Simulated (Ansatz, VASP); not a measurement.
# SrCl2: VASP beside Ansatz, part 2 of 2

One calculation is typed for both programs; each brings its own data sets. How far apart do they land? The cell is taken from a series of runs on this material, whose earlier steps may have relaxed, scaled, displaced or heated it; both programs get it as it stands.

VASP 6.6.1 and Ansatz 0.2.0.

So far: Starting point; VASP: relaxation of cell and atoms, r2SCAN with rVV10.

### 3. Ansatz: relaxation of cell and atoms, r2SCAN with rVV10

Level of this step: Ansatz beside VASP: Kohn-Sham DFT, plane waves, r2SCAN with rVV10 (Ansatz).

Ansatz runs on its default PAW (the set named soft_2) files.

The same cell, functional, mesh and smearing now go to Ansatz, which takes its cutoff from its data sets.

File input.yaml:

```yaml
crystal:
  lattice:
    - [0.0, 3.48835, 3.48835]
    - [3.48835, 0.0, 3.48835]
    - [3.48835, 3.48835, 0.0]
  atoms:
    - { symbol: Sr, position: [0.0, 0.0, 0.0] }
    - { symbol: Cl, position: [0.25, 0.25, 0.25] }
    - { symbol: Cl, position: [0.75, 0.75, 0.75] }
kpoints:
  mp_grid: { grid: [6, 6, 6] }
hamiltonian:
  xc: r2scan
  dispersion: rvv10
scf:
  occupations: { method: gaussian, width: 0.02 }
output:
  forces: true
  stress: true
  eigenvalues: true
  write_density: true
  write_potential: true
  elf: true
  volumetric_format: npy
relax:
  adjacent_minimum: "off"
  f_tol: 0.005
  max_steps: 60
  cell: { stress_tol: 0.03 }
```

Started as:

```bash
$ ansatz run input.yaml --threads 4 --pin off --max-ram 8192MiB --backend cpu --events-out ev --progress --plain --runs-dir out
```

Numbers of over 12 decimals in the logs are rounded to 6 here.

Output:

```text
Engine: ansatz 0.2.0, aarch64-unknown-linux-gnu
Pseudopotentials: kind: paw
Pseudopotential: Sr, paw, valence charge 10, recommended cutoff 500 eV (meta_gga), Sr.paw.azcp
Pseudopotential: Cl, paw, valence charge 7, recommended cutoff 500 eV (meta_gga), Cl.paw.azcp
Functional definition: r2SCAN+rVV10
  parameter k0 = 0.174
  parameter k1 = 0.065
  parameter a1 = 4.9479
  exchange = r2scan_x(k0 = k0, k1 = k1, a1 = a1)
  correlation = r2scan_c + rvv10(11.95, 0.0093)
Crystal: 3 atoms, lattice volume = 84.897 Å³
Basis set: ecut = 500 eV, 2109 PW (Γ), exchange–correlation on 180×180×180 points (64 copies of the dense FFT grid, shifted against one another)
Bands: 16, of which v1, the nominal top of the filled ones, is band 12 counted from 1 (11 counted from 0)
Symmetry: 48 space group operations
Space group: Fm-3m (ITA 225), of the structure as read, at distance tolerance 4.4e-5 Å
k-points: 16 of 216
Non-local potential: Sr, projectors of the file, l = 0: 3, l = 1: 2, l = 2: 2
Non-local potential: Cl, projectors of the file, l = 0: 2, l = 1: 2, l = 2: 2
PAW form: soft (Blöchl's): semilocal exchange-correlation on the pseudo side does not see the compensation charge
rVV10 density: all electrons in the spheres
PAW frozen core: Sr, regenerated for the run's functional (the file was generated under x = pbe(κ = 0.804, μ = 0.219515), c = pbe(β = 0.066725))
PAW frozen core: Cl, regenerated for the run's functional (the file was generated under x = pbe(κ = 0.804, μ = 0.219515), c = pbe(β = 0.066725))
PAW one-centre angular grid: Sr, 302 points (default); XC on 160 Gauss nodes
PAW one-centre angular grid: Cl, 302 points (default); XC on 160 Gauss nodes
Initial density: superposition of atomic densities (neutral atoms: chi_scale 0, normalization atom), corrected by the library's trained network
Initial wavefunctions: pseudopotential atomic-orbital guess
Functional: x = r2scan, c = r2scan + rvv10(b = 11.95, C = 0.0093); τ floored in thin density (d = 2e-4 eV/Å³)
SCF iter   1: F=—  HF=-5727.920657 eV  |F-HF|=—  |Δ(HF+E_count)|=         —  Δρ=4.26e-3  dr2=1.08e-2  dr2_τ=6.71e-3  ethr=1.77e-3  ⟨swp⟩=9.5  Hψ=1897  notcnv=0
preconditioner: auto → none  [insulator: Δε(μ)=5.840 eV  Ē_g=14.890 eV  σ=0.020 eV  W_gap=1.00  n_scr=14 (ndim 8)  ℏωp=18.9 eV  f_vac=0.089  D(μ)=0.00/eV (n_scr^D=0)  ε∞_Penn≈2.6]
SCF iter   2: F=—  HF=-5727.964656 eV  |F-HF|=—  |Δ(HF+E_count)|=   4.40e-2  Δρ=1.83e-3  dr2=1.47e-3  dr2_τ=2.11e-4  ethr=4.51e-5  ⟨swp⟩=3.0  Hψ=688  notcnv=0
SCF iter   3: F=—  HF=-5727.964734 eV  |F-HF|=—  |Δ(HF+E_count)|=   7.73e-5  Δρ=6.30e-4  dr2=1.61e-4  dr2_τ=4.61e-5  ethr=6.14e-6  ⟨swp⟩=2.9  Hψ=571  notcnv=0
SCF iter   4: F=—  HF=-5727.964754 eV  |F-HF|=—  |Δ(HF+E_count)|=   2.01e-5  Δρ=1.04e-4  dr2=3.99e-6  dr2_τ=9.32e-7  ethr=6.71e-7  ⟨swp⟩=2.0  Hψ=384  notcnv=0
SCF iter   5: F=—  HF=-5727.964752 eV  |F-HF|=—  |Δ(HF+E_count)|=   2.14e-6  Δρ=1.80e-5  dr2=1.17e-7  dr2_τ=8.97e-9  ethr=1.66e-8  ⟨swp⟩=2.8  Hψ=435  notcnv=0
SCF iter   6: F=-5727.964752 eV  HF=-5727.964752 eV  |F-HF|=8.53e-10  |Δ(HF+E_count)|=   4.88e-8  Δρ=1.98e-6  dr2=2.91e-9  dr2_τ=2.35e-9  ethr=4.17e-10  ⟨swp⟩=10.9  Hψ=2078  notcnv=0
SCF 1 converged in 6 iterations: F = -5727.964752 eV  dr2 = 2.91e-9
  greatest PAW one-centre occupation: 0.988 electrons in one spin orbital (limit 2), on the Sr atom at site 0 (counted from 0), in its partial waves of l = 0
relax step   1: F+E_penalty+E_count = -5727.96475165 eV  Δ(F+E_penalty+E_count) = +0.000e0 eV  max|allowed force component| = 1.446e-18 eV/Å  Δτ_max = 0.0000 Å  P = -0.429 GPa  Ω = 84.897 Å³  (6 SCF iters, dr2 threshold 1.00e-7 eV, accepted)
[...]
relax step   2: F+E_penalty+E_count = -5727.96610557 eV  Δ(F+E_penalty+E_count) = -1.354e-3 eV  max|allowed force component| = 6.939e-18 eV/Å  Δτ_max = 0.0000 Å  P = +0.019 GPa  Ω = 83.922 Å³  energy of the carried Pulay correction = +9.100e-5 eV  (4 SCF iters, dr2 threshold 3.00e-7 eV, accepted)
[...]
relax step   3: F+E_penalty+E_count = -5727.96602371 eV  Δ(F+E_penalty+E_count) = +8.187e-5 eV  max|allowed force component| = 6.072e-18 eV/Å  Δτ_max = 0.0000 Å  P = +0.019 GPa  Ω = 83.922 Å³  stress off target by 1.88e-2 GPa  SCF on the basis re-selected at this cell (its energy is not comparable with the rows above)  (4 SCF iters)
basis re-selected at this cell: Δ(F+E_penalty+E_count) = +8.187e-5 eV, ΔP = -0.000 GPa vs the last step (what re-selecting the basis moved, of the pressure what is left beyond the Pulay correction that the steps carried, after the strain that the cell walked since its last selection, with what the two solves' SCF thresholds leave and, on support functions, any second-order correction that the steps lacked; it is no m [...]
SCF converged after 4 iterations
Free energy (F): -5727.966024 eV
Harris-Foulkes:  -5727.966024 eV  (|F-HF|=0.00e0)
Internal energy: -5727.966024 eV  (E = F + TS)
E sigma→0 (E₀):  -5727.966024 eV
Fermi energy:    5.761341 eV
--- Per-component energies (eV) ---
  E_band       = -160.286408
  E_kinetic    = 568.025787
  E_local      = -1171.767265  (includes V_loc(G=0)·N_el)
  E_nonlocal   = 257.725471
  E_hartree    = 321.480100
  E_xc         = -370.540189
  E_vxc        = -448.450848  (∫ρ·V_xc dr)
  E_paw        = -4048.770240  (= ΣΔE_a)
  E_vpaw       = -32.289857  (= ΣTr[D̂ρ^β])
  E_aug_tail   = 0.000052  (compensation charges beyond the density's cutoff)
  E_vtau       = 23.509998  (kinetic-family band-sum trace: ∫τ·v_τ [+ j·A + Jᵃ·Aᵃ] dr)
  E_ewald      = -1283.700890
  E_core_change = -0.418850  (= ΣΔE_core)
  E_smearing   = -0.000000  (= −TS)
  E_closure    = 0.000000  (closes the sum)
  Σ components = -5727.966024   (vs F -5727.966024, Δ=0.00e0)
--- Forces (eV/Å), atoms counted from 1 ---
  atom   1  Sr    -0.00000000     0.00000000    -0.00000000
  atom   2  Cl    -0.00000000     0.00000000    -0.00000000
  atom   3  Cl     0.00000000    -0.00000000     0.00000000
  max |Σ_I F_I| component: 3.47e-18 eV/Å
--- Stress (GPa, compression-positive) ---
        0.018849      -0.000000      -0.000000
       -0.000000       0.018849       0.000000
       -0.000000       0.000000       0.018849
  P = ⅓ Tr σ = 0.0188 GPa (0.188 kbar)
--- Band table (eV; the first three rows and the last of 16) ---
  k-point 0: bands = [... 8 lower, 0.6309, 2.4742, 2.4742, 2.4742, 8.6953, 9.4792, 9.4792, 12.3097]
  k-point 1: bands = [... 8 lower, 0.8212, 2.1665, 2.3220, 2.3220, 9.2709, 9.6903, 9.6903, 11.4292]
  k-point 2: bands = [... 8 lower, 1.1842, 1.6403, 1.9825, 1.9825, 10.0137, 10.0137, 10.0767, 11.6166]
  k-point 15: bands = [... 8 lower, 1.2089, 1.9736, 2.4872, 2.7524, 9.1708, 10.6878, 10.6930, 10.9880]
--- Relaxed structure (2 steps of the walk, 2 accepted, 1 SCFs on fresh bases) ---
  F+E_penalty+E_count = -5727.96602371 eV   max|allowed force component| = 6.072e-18 eV/Å   (the final SCF, on the basis selected at the relaxed cell)
  cell:  # Å, volume = 83.9216 Å³
    - [0.0, 3.474944, 3.474944]
    - [3.474944, 0, 3.474944]
    - [3.474944, 3.474944, 0.0]
  atoms:
    - { symbol: Sr, position: [0, 0, 0] }
    - { symbol: Cl, position: [0.250000, 0.250000, 0.250000] }
    - { symbol: Cl, position: [0.750000, 0.750000, 0.750000] }
```

Reading the cycles: dr2 is the Hartree energy of the density residual (eV), the measure of convergence; HF is the Harris–Foulkes estimate of the energy, which meets the free energy F at convergence.

### 4. Comparison

Known differences besides the potentials themselves: VASP keeps PBE cores, Ansatz makes them for the functional; the cutoff is 500 eV in Ansatz and 550 eV in VASP; Ansatz adds a Pulay correction to the stress that steers its cell, VASP none. Total energies have different zeros and are not compared.

Both answers:

```
                                         quantity  Ansatz   VASP  difference
                                      volume (Å³)   83.92  84.24     -0.38 %
edge a after relaxation, in the typed setting (Å)   4.914  4.921     -0.13 %
```

### 5. What came out

```json
{"difference in volume (relaxation of cell and atoms, r2SCAN with rVV10)": "-0.38 %"}
```

What this shows: The difference in volume is -0.38 % (relaxation of cell and atoms, r2SCAN with rVV10), within the 1.2 % picked in this series as the mark of a large difference, as far as the stopping tolerances let one tell. How closely two codes agree says nothing of how well the functional describes the real material.

[Lines on the potential files, build, host, timing and source positions are cut from VASP's logs without a mark.]

[Logs are printed without paths, hosts, clocks, repeated set-up lines and the standing remarks that a program may print on its own settings, such as how far it seeks lower states.]

[Hosts, paths, dates, database ids (printed as entryN), source tags and the programs' standing remarks are cut or masked in the printed files.]
